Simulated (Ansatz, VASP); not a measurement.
**Re (Rhenium) in two plane-wave programs**

Aim: how closely do two programs agree when they are given the same cell, functional and k mesh? The cell is taken from a series of runs on this material, whose earlier steps may have relaxed, scaled, displaced or heated it; both programs get it as it stands.

Program: Ansatz 0.2.0. Level of theory: plane waves, with VASP 6.6.1 beside it; zone-centre phonons at PBEsol. Results are calculated unless marked as measured.

## Step 1: The starting structure

The structure is hexagonal, space group P6_3/mmc (No. 194). Conventional cell: a = 2.805 Å, b = 2.805 Å, c = 4.527 Å, α = 90.00°, β = 90.00°, γ = 120.00°. Nearest to Re lie 12 Re at 2.78 to 2.81 Å.

## Step 2: Ansatz: zone-centre phonons, PBEsol

Ansatz runs on its PAW soft_1 files.

Second derivatives magnify differences that forces hide, and they need a tight electronic threshold.

File input.yaml:

```yaml
crystal:
  lattice:
    - [2.8050956995, 0.0, 0.0]
    - [-1.4025478498, 2.4292841358, 0.0]
    - [0.0, 0.0, 4.5271971379]
  atoms:
    - { symbol: Re, position: [0.3333333333, 0.6666666667, 0.25] }
    - { symbol: Re, position: [0.6666666667, 0.3333333333, 0.75] }
kpoints:
  mp_grid: { grid: [18, 18, 12] }
hamiltonian:
  xc: pbesol
  pseudopotentials: { kind: paw, azcp: { folder: soft_1 }, xc_functional: pbe }
scf:
  occupations: { method: methfessel_paxton, width: 0.2 }
output:
  eigenvalues: true
phonons:
  method: dfpt
```

On the command line:

```sh
ansatz run input.yaml --threads 4 --pin off --max-ram 10240MiB --backend cpu --events-out ev --progress --plain --runs-dir out
```

Numbers of over 12 decimals in the logs are rounded to 6 here.

Log:

```text
zone centre: on kpoints.mp_grid the ground state, and the responses unless they are solved on pairs of k-points, stand on 637 of the mesh's 3888 k-points, reduced under 4 symmetry operations, with k and −k counted as one. Each operation leaves every solved displacement unchanged or reverses it
Engine: ansatz 0.2.0, x86_64-unknown-linux-gnu
Pseudopotentials: kind: paw
Pseudopotential: Re, paw, valence charge 15, recommended cutoff 420 eV (normal), soft_1/Re.paw.azcp
Functional definition: PBEsol
  exchange = pbesol_x
  correlation = pbesol_c
Crystal: 2 atoms, lattice volume = 30.850 Å³
Basis set: ecut = 420 eV, 603 PW (Γ), exchange–correlation on 40×40×64 points (8 copies of the dense FFT grid, shifted against one another)
Bands: 19, of which v1, the nominal top of the filled ones, is band 15 counted from 1 (14 counted from 0)
Symmetry: 24 space group operations
k-points: 637 of 3888 (irreducible under 4 space group operations, time reversal used)
Non-local potential: Re, projectors of the file, l = 0: 3, l = 1: 2, l = 2: 2, l = 3: 1
PAW form: soft (Blöchl's): semilocal exchange-correlation on the pseudo side does not see the compensation charge
PAW frozen core: Re, regenerated for the run's functional, and the local potential with it (the file was generated under x = pbe(κ = 0.804, μ = 0.219515), c = pbe(β = 0.066725))
PAW one-centre angular grid: Re, 590 points (default); XC on 64 Gauss nodes
Initial density: superposition of atomic densities (chi_scale 0.1, normalization cell)
Initial wavefunctions: pseudopotential atomic-orbital guess
Functional: x = pbesol(κ = 0.804, μ = 0.123457), c = pbesol(β = 0.046)
SCF iter   1: F=—  HF=-21477.103166 eV  |F-HF|=—  |Δ(HF+E_count)|=         —  Δρ=6.30e-2  dr2=1.20e0  ethr=3.10e-3  ⟨swp⟩=4.6  Hψ=47879  notcnv=0
preconditioner: auto → none  [metal: Δε(μ)=0.012 eV  Ē_g=6.066 eV  σ=0.200 eV  W_gap=0.05  n_scr=8 (ndim 8)  ℏωp=25.0 eV  f_vac=0.000  D(μ)=1.65/eV (n_scr^D=22)  sad-step TF]
SCF iter   2: F=—  HF=-21476.786225 eV  |F-HF|=—  |Δ(HF+E_count)|=   3.17e-1  S|Δr|=    0.00e0  Δρ=3.66e-2  dr2=3.92e-1  ethr=3.10e-3  ⟨swp⟩=2.0  Hψ=19433  notcnv=0  defer=2
SCF iter   3: F=—  HF=-21476.638300 eV  |F-HF|=—  |Δ(HF+E_count)|=   1.48e-1  S|Δr|=    0.00e0  Δρ=1.83e-3  dr2=3.70e-4  ethr=1.31e-3  ⟨swp⟩=2.9  Hψ=22982  notcnv=0  defer=2
SCF iter   4: F=—  HF=-21476.638662 eV  |F-HF|=—  |Δ(HF+E_count)|=   3.62e-4  S|Δr|=    0.00e0  Δρ=2.24e-4  dr2=1.54e-5  ethr=1.23e-6  ⟨swp⟩=2.2  Hψ=20632  notcnv=0  defer=2
SCF iter   5: F=—  HF=-21476.638657 eV  |F-HF|=—  |Δ(HF+E_count)|=   4.59e-6  S|Δr|=    0.00e0  Δρ=4.08e-5  dr2=3.59e-7  ethr=5.12e-8  ⟨swp⟩=2.0  Hψ=16502  notcnv=0  defer=2
SCF iter   6: F=—  HF=-21476.638657 eV  |F-HF|=—  |Δ(HF+E_count)|=   6.78e-7  S|Δr|=    0.00e0  Δρ=8.67e-6  dr2=1.57e-8  ethr=1.20e-9  ⟨swp⟩=3.0  Hψ=23004  notcnv=0
SCF iter   7: F=—  HF=-21476.638657 eV  |F-HF|=—  |Δ(HF+E_count)|=   2.24e-9  S|Δr|=    0.00e0  Δρ=1.26e-6  dr2=2.49e-10  ethr=5.22e-11  ⟨swp⟩=2.5  Hψ=19839  notcnv=0
SCF iter   8: F=-21476.638657 eV  HF=-21476.638657 eV  |F-HF|=1.09e-11  |Δ(HF+E_count)|=  1.09e-11  S|Δr|=    0.00e0  Δρ=8.93e-8  dr2=1.30e-12  ethr=1.00e-12  ⟨swp⟩=5.3  Hψ=49014  notcnv=0
SCF 1 converged in 8 iterations: F = -21476.638657 eV  dr2 = 1.30e-12
  greatest PAW one-centre occupation: 0.999 electrons in one spin orbital (limit 2), on the Re atom at site 1 (counted from 0), in its partial waves of l = 0
DFPT response loops at Γ: preconditioner auto → Kerker (q_TF=auto, 2.716 Å⁻¹) (partly filled bands, converged f_vac=0.000); β = 1.00, the filter's whole step (`scf.mixing.beta` (0.50) is not read by the response loops under this deck's `scf.mixing.preconditioner`; to damp them name `kerker` or `kerker_dos`, under which they read `scf.mixing.beta`, and type it under 1.00, their step now; both keys bind the ground state too); Broyden in place of MSR1
SCF converged after 8 iterations
Stability not checked: this state was not tested for a lower state beside it, because cold or Methfessel-Paxton smearing, or corrected tetrahedra, fill the levels in a way that the test cannot read (fill_not_monotonic; see scf.lower_state_search)
Free energy (F): -21476.638657 eV
Harris-Foulkes:  -21476.638657 eV  (|F-HF|=1.09e-11)
Internal energy: -21476.638851 eV  (E = F + TS)
E sigma→0 (E₀):  -21476.638705 eV
Entropy (-TS):   0.000194 eV (0.097 meV/atom)
Fermi energy:    22.552428 eV
--- Per-component energies (eV) ---
  E_band       = -183.538027
  E_kinetic    = 1040.694802
  E_local      = -1626.065678  (includes V_loc(G=0)·N_el)
  E_nonlocal   = 164.790530
  E_hartree    = 560.671447
  E_xc         = -706.678824
  E_vxc        = -577.703305  (∫ρ·V_xc dr)
  E_paw        = -17151.529618  (= ΣΔE_a)
  E_vpaw       = -306.597408  (= ΣTr[D̂ρ^β])
  E_aug_tail   = 0.000095  (compensation charges beyond the density's cutoff)
  E_ewald      = -3758.988258
  E_core_change = 0.466653  (= ΣΔE_core)
  E_smearing   = 0.000194  (= −TS)
  E_closure    = 0.000000  (closes the sum)
  Σ components = -21476.638657   (vs F -21476.638657, Δ=0.00e0)
--- Band table (eV; the first three rows and the last of 637) ---
  k-point 0: bands = [... 11 lower, 21.1038, 21.1095, 21.8854, 21.8854, 22.7522, 22.7522, 23.0913, 25.7388]
  k-point 1: bands = [... 11 lower, 21.0616, 21.0619, 21.8352, 21.8352, 22.8542, 22.8661, 22.8661, 25.7478]
  k-point 2: bands = [... 11 lower, 20.9720, 20.9720, 21.6992, 21.6992, 22.2602, 23.1665, 23.1665, 25.7550]
  k-point 636: bands = [... 11 lower, 19.4806, 20.5163, 20.5163, 22.4227, 22.4227, 26.2931, 26.2931, 28.4977]
--- Phonons (Γ-DFPT): 2 representative perturbations + reference, on 637 of 3888 k-points (Σ response iterations 5) ---
  k mesh reduced under 4 symmetry operations, with k and −k counted as one. Each operation leaves every solved displacement unchanged or reverses it
  ASR residual: 1.045e-4 → 0.000e0 eV/Å²; symmetrization residual: 6.187e-10 eV/Å²
  ASR residual per site (eV/Å²): 1.05e-4 1.05e-4
  Γ frequencies (cm⁻¹): -29.98 0.00 0.00 0.00 102.01 102.01
  non-analytic LO–TO correction: not included (Born effective charges unavailable; polar crystals: no LO–TO splitting at Γ)
```

## Step 3: VASP: zone-centre phonons, PBEsol

The same cell, functional, mesh and smearing now go to VASP, with its own data sets.

Lines of VASP's logs that name or quote its potential files are left out, and so is its time.

File INCAR:

```
SYSTEM = Re
PREC = Accurate
ENCUT = 600
EDIFF = 1E-08
NELM = 120
ISMEAR = 1
SIGMA = 0.2
LREAL = .FALSE.
ALGO = Normal
GGA = PS
NBANDS = 13
LASPH = .TRUE.
LORBIT = 11
LWAVE = .FALSE.
LCHARG = .FALSE.
ISIF = 2
IBRION = 8
GGA_COMPAT = .FALSE.
KPAR = 2
```

File POSCAR:

```
Re
1.0
    2.8050956995      0.0000000000      0.0000000000
   -1.4025478498      2.4292841358      0.0000000000
    0.0000000000      0.0000000000      4.5271971379
Re
2
Direct
    0.3333333333      0.6666666667      0.2500000000
    0.6666666667      0.3333333333      0.7500000000
```

File KPOINTS:

```
Automatic mesh
0
Gamma
18 18 12
0 0 0
```

Potentials, in the order of the species: Re (PBE family, release 64).

On the command line:

```sh
mpirun -np 2 vasp_std
```

Log:

```text
[banner, memory and clock lines left out]
running    2 mpi-ranks, on    1 nodes
 distrk:  each k-point on    1 cores,    2 groups
 distr:  one band on    1 cores,    1 groups

 POSCAR found type information on POSCAR Re
 POSCAR found :  1 types and       2 ions
|                                                                             |
|               ----> ADVICE to this user running VASP <----                  |
|                                                                             |
|     You enforced a specific xc type in the INCAR file but a different       |
|     [... a line on the potential file left out ...]
|     I HOPE YOU KNOW WHAT YOU ARE DOING!                                     |
|                                                                             |

 LDA part: xc-table for (Slater+PW92), standard interpolation
 POSCAR, INCAR and KPOINTS ok, starting setup
 FFT: planning ... GRIDC
 FFT: planning ... GRID_SOFT
 FFT: planning ... GRID
 WAVECAR not read
 entering main loop
       N       E                     dE             d eps       ncg     rms          rms(c)
DAV:   1     0.293230049730E+02    0.29323E+02   -0.72773E+03 12846   0.143E+03
DAV:   2    -0.254480726010E+02   -0.54771E+02   -0.46795E+02 11303   0.321E+02
DAV:   3    -0.282052691664E+02   -0.27572E+01   -0.24514E+01 11935   0.894E+01
DAV:   4    -0.282560914508E+02   -0.50822E-01   -0.50367E-01 10593   0.692E+00
DAV:   5    -0.282569236613E+02   -0.83221E-03   -0.83165E-03 11578   0.123E+00    0.406E+01
DAV:   6    -0.270048096126E+02    0.12521E+01   -0.12198E+00 11822   0.314E+01    0.152E+01
DAV:   7    -0.266362674388E+02    0.36854E+00   -0.69457E-01 12095   0.230E+01    0.783E-01
DAV:   8    -0.266227230944E+02    0.13544E-01   -0.92039E-03 12145   0.108E+00    0.220E-01
DAV:   9    -0.266215828085E+02    0.11403E-02   -0.64723E-04 12695   0.313E-01    0.361E-02
DAV:  10    -0.266215899434E+02   -0.71349E-05   -0.43911E-05 10984   0.690E-02    0.157E-02
DAV:  11    -0.266215909792E+02   -0.10359E-05   -0.92516E-07 12473   0.190E-02    0.192E-03
DAV:  12    -0.266215907555E+02    0.22372E-06   -0.30675E-08  8262   0.700E-03    0.846E-04
DAV:  13    -0.266215907353E+02    0.20228E-07   -0.12636E-08  7038   0.238E-03    0.274E-04
DAV:  14    -0.266215907106E+02    0.24634E-07   -0.52577E-09  5922   0.223E-03    0.921E-04
DAV:  15    -0.266215907064E+02    0.42326E-08   -0.38431E-09  5482   0.223E-03
   1 F= -.26621591E+02 E0= -.26621612E+02  d E =0.651529E-04
 Linear response reoptimize wavefunctions to high precision
DAV:   1    -0.266215907071E+02   -0.75511E-09   -0.10566E-08  8695   0.171E-03
DAV:   2    -0.266215907072E+02   -0.25466E-10   -0.19417E-10  5447   0.365E-04
 Linear response DOF=           2
 Linear response progress:
  Degree of freedom:   1/  2
       N       E                     dE             d eps       ncg     rms          rms(c)
RMM:   1    -0.739400449128E-01   -0.73940E-01   -0.50065E+00 29911   0.145E+02
RMM:   2    -0.142435738983E+00   -0.68496E-01   -0.71359E-02 68041   0.264E+00    0.130E-01
RMM:   3    -0.141950051999E+00    0.48569E-03   -0.18292E-03 66392   0.361E-01    0.876E-02
RMM:   4    -0.141133476234E+00    0.81658E-03   -0.10494E-03 68752   0.328E-01    0.223E-02
RMM:   5    -0.141187447937E+00   -0.53972E-04   -0.41823E-05 65337   0.753E-02    0.871E-03
RMM:   6    -0.141196204138E+00   -0.87562E-05   -0.64671E-06 67561   0.229E-02    0.597E-03
RMM:   7    -0.141202650272E+00   -0.64461E-05   -0.96429E-07 60559   0.147E-02    0.925E-04
RMM:   8    -0.141200796041E+00    0.18542E-05   -0.31765E-07 73202   0.284E-03    0.362E-04
RMM:   9    -0.141199701151E+00    0.10949E-05   -0.60809E-08 67212   0.108E-03    0.775E-05
RMM:  10    -0.141199597844E+00    0.10331E-06   -0.61453E-08 73399   0.557E-04    0.221E-05
RMM:  11    -0.141199614950E+00   -0.17106E-07   -0.54316E-08 69077   0.487E-04    0.676E-06
RMM:  12    -0.141199599872E+00    0.15078E-07   -0.54957E-08 71443   0.465E-04    0.342E-06
RMM:  13    -0.141199602056E+00   -0.21844E-08   -0.54720E-08 71827   0.471E-04    0.517E-07
 first order change of Fermi-energy  -0.14727E-04
 force on displaced ion       1 direction 1 :  -3.461   0.000   0.000
 Linear response progress:
  Degree of freedom:   2/  2
       N       E                     dE             d eps       ncg     rms          rms(c)
RMM:   1    -0.108304329360E+00   -0.10830E+00   -0.54539E+00 10277   0.150E+02
RMM:   2    -0.182102375967E+00   -0.73798E-01   -0.60734E-02 21915   0.315E+00    0.198E-01
RMM:   3    -0.183142719774E+00   -0.10403E-02   -0.42947E-03 22608   0.621E-01    0.115E-01
RMM:   4    -0.183371994787E+00   -0.22928E-03   -0.63035E-04 23849   0.187E-01    0.497E-02
RMM:   5    -0.183546464222E+00   -0.17447E-03   -0.23733E-04 22791   0.135E-01    0.186E-02
RMM:   6    -0.183554246296E+00   -0.77821E-05    0.52990E-05 20585   0.428E-02    0.566E-03
RMM:   7    -0.183594458109E+00   -0.40212E-04    0.11630E-06 22119   0.229E-02    0.262E-03
RMM:   8    -0.183592401142E+00    0.20570E-05    0.11050E-05 23722   0.906E-03    0.987E-04
RMM:   9    -0.183589424068E+00    0.29771E-05   -0.26907E-06 20916   0.846E-03    0.228E-04
RMM:  10    -0.183589690007E+00   -0.26594E-06   -0.28660E-06 24327   0.218E-03    0.221E-04
RMM:  11    -0.183589605215E+00    0.84792E-07   -0.49482E-08 21588   0.132E-03    0.117E-04
RMM:  12    -0.183589047567E+00    0.55765E-06    0.87447E-07 23742   0.883E-04    0.244E-05
RMM:  13    -0.183589241920E+00   -0.19435E-06    0.59075E-08 23995   0.586E-04    0.124E-05
RMM:  14    -0.183589251383E+00   -0.94630E-08    0.51856E-08 23636   0.542E-04    0.678E-06
 first order change of Fermi-energy   0.97186E-04
 force on displaced ion       1 direction 3 :   0.000  -0.000   0.492
 Linear response finished
```

Parts of OUTCAR (step 3):

```text
ion  position               nearest neighbor table
   1  0.333  0.667  0.250-   2 2.78   2 2.78   2 2.78   2 2.78   2 2.78   2 2.78
   2  0.667  0.333  0.750-   1 2.78   1 2.78   1 2.78   1 2.78   1 2.78   1 2.78

  LATTYP: Found a hexagonal cell.
 ALAT       =     2.8050956995
 C/A-ratio  =     1.6139189614

 Subroutine GETGRP returns: Found 24 space group operations
 (whereof 12 operations were pure point group operations)

The static configuration has the point symmetry D_3d.
 The point group associated with its full space group is D_6h.

 Found    259 irreducible k-points:

   k-points           NKPTS =    259   k-points in BZ     NKDIM =    259   number of bands    NBANDS=     13

   dimension x,y,z NGX =    24 NGY =   24 NGZ =   36
   dimension x,y,z NGXF=    48 NGYF=   48 NGZF=   72

   ENCUT  =  600.0 eV  44.10 Ry    6.64 a.u.   5.60  5.60  9.04*2*pi/ulx,y,z

   NELECT =      14.0000    total number of electrons

 k-points in reciprocal lattice and weights: Automatic mesh
   0.00000000  0.00000000  0.00000000       0.000
   0.05555556  0.00000000  0.00000000       0.002
   0.11111111  0.00000000  0.00000000       0.002
   0.16666667  0.00000000  0.00000000       0.002
   0.22222222  0.00000000  0.00000000       0.002
   0.27777778  0.00000000  0.00000000       0.002
   0.33333333  0.00000000  0.00000000       0.002
   0.38888889  0.00000000  0.00000000       0.002
   0.44444444  0.00000000  0.00000000       0.002
[...]
0.33333333  0.27777778  0.50000000       0.003
   0.33333333  0.33333333  0.50000000       0.001

 average (electrostatic) potential at core
       1 -39.6314       2 -39.6314

  Total       -3.9161669     -3.9161669     -3.9427383      0.0000000     -0.0000000     -0.0000000
  in kB     -203.3838047   -203.3838046   -204.7637748      0.0000000     -0.0000000     -0.0000000
  external PRESSURE =    -203.8437947 kB  Pullay stress =       0.0000000 kB

  energy-cutoff  :      600.00
  volume of cell :       30.85
      direct lattice vectors                 reciprocal lattice vectors
     2.805095699  0.000000000  0.000000000     0.356494076  0.205821951  0.000000000
    -1.402547850  2.429284136  0.000000000     0.000000000  0.411643902  0.000000000
     0.000000000  0.000000000  4.527197138     0.000000000  0.000000000  0.220887222

 POSITION                                       TOTAL-FORCE (eV/Angst)
 -----------------------------------------------------------------------------------
     -0.00000      1.61952      1.13180         0.000000      0.000000      0.000000
      1.40255      0.80976      3.39540        -0.000000      0.000000      0.000000
 -----------------------------------------------------------------------------------
    total drift:                               -0.000000      0.000000     -0.000000

 Eigenvectors and eigenvalues of the dynamical matrix
 ----------------------------------------------------

   1 f  =    3.014090 THz    18.938086 2PiTHz  100.539220 cm-1    12.465269 meV
             X         Y         Z           dx          dy          dz
     -0.000000  1.619523  1.131799     0.561318   -0.430025    0.000000
      1.402548  0.809761  3.395398    -0.561318    0.430025    0.000000

   2 f  =    3.014090 THz    18.938086 2PiTHz  100.539220 cm-1    12.465269 meV
             X         Y         Z           dx          dy          dz
     -0.000000  1.619523  1.131799     0.430025    0.561318   -0.000000
      1.402548  0.809761  3.395398    -0.430025   -0.561318    0.000000

   3 f  =    0.000000 THz     0.000000 2PiTHz    0.000000 cm-1     0.000000 meV
             X         Y         Z           dx          dy          dz
     -0.000000  1.619523  1.131799     0.000000    0.000000   -0.707107
      1.402548  0.809761  3.395398    -0.000000    0.000000   -0.707107

   4 f/i=    0.000000 THz     0.000000 2PiTHz    0.000000 cm-1     0.000000 meV
             X         Y         Z           dx          dy          dz
     -0.000000  1.619523  1.131799     0.170270   -0.686300   -0.000000
      1.402548  0.809761  3.395398     0.170270   -0.686300    0.000000

   5 f/i=    0.000000 THz     0.000000 2PiTHz    0.000001 cm-1     0.000000 meV
             X         Y         Z           dx          dy          dz
     -0.000000  1.619523  1.131799     0.686300    0.170270    0.000000
      1.402548  0.809761  3.395398     0.686300    0.170270    0.000000

   6 f/i=    1.136149 THz     7.138636 2PiTHz   37.897858 cm-1     4.698733 meV
             X         Y         Z           dx          dy          dz
     -0.000000  1.619523  1.131799     0.000000    0.000000   -0.707107
      1.402548  0.809761  3.395398    -0.000000    0.000000    0.707107

 ELASTIC MODULI CONTR FROM IONIC RELAXATION (kBar)
 Direction    XX          YY          ZZ          XY          YZ          ZX
 --------------------------------------------------------------------------------
 XX         -96.9765     96.9765      0.0000      0.0000      0.0000     -0.0000
 YY          96.9765    -96.9765     -0.0000      0.0000      0.0000     -0.0000
 ZZ           0.0000     -0.0000     -0.0000      0.0000      0.0000     -0.0000
 XY           0.0000      0.0000      0.0000    -96.9765     -0.0000      0.0000
 YZ           0.0000      0.0000      0.0000     -0.0000     -0.0000      0.0000
 ZX          -0.0000     -0.0000     -0.0000      0.0000      0.0000     -0.0000
 --------------------------------------------------------------------------------
```

The data set Re keeps the semicore shell frozen, which is cheaper and a little less accurate.

## Step 4: Side by side

Known differences besides the potentials themselves: the data sets hold 30 valence electrons in Ansatz (on its PAW soft_1 files) and 14 in VASP; the cutoff is 420 eV in Ansatz and 600 eV in VASP; Ansatz makes its cores anew for this functional, VASP keeps those of its PBE data sets. Total energies have different zeros and are not compared.

Both answers:

| quantity | Ansatz | VASP | difference |
| --- | --- | --- | --- |
| optical mode 1 (imaginary, printed as negative) (cm⁻¹) | -30.0 | -37.9 | +7.9 |
| optical mode 2 to 3 (cm⁻¹) | 102.0 | 100.5 | +1.46 % |

Modes are paired by rising frequency, not by their patterns, so a pair may set unlike modes beside each other; they are those without the splitting of longitudinal modes.

## Step 5: Results

```
r.m.s. difference of the optical zone-centre modes, each program's sorted by frequency (zone-centre phonons, PBEsol) : 4.7 cm⁻¹
difference in optical mode 2 to 3 (zone-centre phonons, PBEsol)                                                      : +1.5 %
```

In words: The r.m.s. difference of the optical zone-centre modes, each program's sorted by frequency is 4.7 cm⁻¹ (zone-centre phonons, PBEsol). The data sets hold unlike numbers of valence electrons (30 in Ansatz and 14 in VASP), so part of the differences comes from the potentials. Among the rows given in per cent, the largest difference of the zone-centre phonons, PBEsol pair is in optical mode 2 to 3, +1.5 %. What causes the difference of the zone-centre phonons, PBEsol pair stays open here. Such differences can come from data sets, numerical settings and the points named under the comparisons, not from the functional's error against experiment.

[Lines on the potential files, build, host, timing and source positions are cut from VASP's logs without a mark.]

[Logs are printed without paths, hosts, clocks, repeated set-up lines and the standing remarks that a program may print on its own settings, such as how far it seeks lower states.]

[Hosts, paths, dates, database ids (printed as entryN), source tags and the programs' standing remarks are cut or masked in the printed files.]
